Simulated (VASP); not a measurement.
Here is the system:

```yaml
crystal:
  lattice:
    - [0.00000, 2.98113, 2.98113]
    - [2.98113, 0.00000, 2.98113]
    - [2.98113, 2.98113, 0.00000]
  atoms:
    - { symbol: Ge, position: [0.00000, 0.00000, 0.00000] }
    - { symbol: Ge, position: [0.25000, 0.25000, 0.25000] }
```

These are vdW-DF2, VASP's PBE PAW potentials (set 64) (plane waves; VASP 6.6.1) values and carry that method's errors. Run with 520 eV cut-off, Gaussian smearing of 0.050 eV, potentials Ge_d.

Task: Give the energies of bands 12 to 17 at the high-symmetry points, in eV from the Fermi level.

Result: 
```json
[
 {"band": "12", "Γ": "-1.61", "X": "-8.37", "U": "-7.85", "L": "-6.95", "W": "-8.31"},
 {"band": "13", "Γ": "0.13", "X": "-2.40", "U": "-3.38", "L": "-1.04", "W": "-3.03"},
 {"band": "14", "Γ": "0.13", "X": "-2.40", "U": "-2.04", "L": "-1.04", "W": "-3.03"},
 {"band": "15", "Γ": "0.13", "X": "1.07", "U": "1.35", "L": "-0.24", "W": "3.72"},
 {"band": "16", "Γ": "2.60", "X": "1.07", "U": "3.83", "L": "3.81", "W": "3.72"},
 {"band": "17", "Γ": "2.60", "X": "8.21", "U": "6.33", "L": "3.81", "W": "4.80"}
]
```

It has no gap at this level: it comes out as a metal or semimetal.

Measured: gap 0.79 eV (computed value off by -0.79 eV), as given by Anna Miglio et al., npj Computational Materials (2020), arXiv:2011.12765 [measured zero-point renormalisation of 52 meV added back].

The compound is Ge in the diamond structure. It was relaxed first, which changed the volume by +17 %.
